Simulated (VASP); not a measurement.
```xyz
2
Lattice="4.2432 0.0000 0.0000 -2.1216 3.6747 0.0000 0.0000 0.0000 4.1411" Properties=species:S:1:pos:R:3 pbc="T T T"
Sb     0.1200     0.0500     0.0000
Bi     2.1216     1.2249     2.0706
```

All values below come from PBE GGA, VASP's PBE PAW potentials (set 64) (plane waves; VASP). Numerical set-up: 400 eV cut-off, 8×8×7 Γ-centred mesh, first-order Methfessel-Paxton smearing of 0.10 eV, potentials Sb Bi_d.

Question: The ions are relaxed. Predict the relaxed structure.

Answer: 
```xyz
2
Lattice="4.2432 0.0000 0.0000 -2.1216 3.6747 0.0000 0.0000 0.0000 4.1411" Properties=species:S:1:pos:R:3 pbc="T T T"
Sb     0.0597     0.0255     0.0000
Bi     2.1818     1.2494     2.0706
```
Space group P-6m2 (187), at a tolerance of 0.03 Å.

Question: How much energy does the relaxation gain?

Answer: The energy (σ→0) changes by -11.4 meV/atom, in 5 ionic steps.

The structure was generated: BiSb was put into the WC type (P-6m2), which need not be its known phase. In the starting cell atoms are displaced from their ideal sites. This run relaxes the ions in a fixed cell. Symmetry was kept, so distortions that lower it aren't found.
